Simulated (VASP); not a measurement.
A run of VASP 6.6.1 is set up as follows.

The input INCAR:

```
PREC = Accurate ; ENCUT = 520
EDIFF = 1E-7 ; ISMEAR = 0
SIGMA = 0.1 ; LREAL = F
LASPH = T ; NELM = 100
ALGO = Fast ; ISIF = 2
LWAVE = F ; LCHARG = T
LDIPOL = T ; IDIPOL = 3
DIPOL = 0.5 0.5 0.294 ; GGA = PE
LELF = T ; LVHAR = T
LVACPOTAV = T ; NBANDS = 19
```

The input KPOINTS:

```
Automatic mesh
0
Gamma
  12 12 1
```

POSCAR

```
KYC
1.0
    3.8148929836     -0.0000000034      0.0000000000
   -1.9074464889      3.3037942382      0.0000000000
    0.0000000000      0.0000000000     30.4861619200
K Y C
1 1 1
Direct
    0.0000000000      0.0000000000      0.2353520645
    0.0000000000      0.0000000000      0.3363686915
    0.3333333333      0.6666666667      0.3100446690
```

Potentials or basis: VASP PAW PBE potentials, release 64 (K_sv, Y_sv, C).

Run with:

```bash
$ cat potpaw_PBE.64/K_sv/POTCAR potpaw_PBE.64/Y_sv/POTCAR potpaw_PBE.64/C/POTCAR > POTCAR
$ mpirun -np 1 vasp_std > vasp.out
```

Q: What does it give for the largest force?

A: 0.010 eV/Å.

Q: What does it give for the work function of the lower face?

A: 2.65 eV.

Q: What does it give for the work function of the upper face?

A: 2.60 eV.

Forces in eV/Å, atoms in the order of the input:
```
K    0.000  0.000 -0.010
Y    0.000  0.000  0.004
C    0.000  0.000  0.005
```
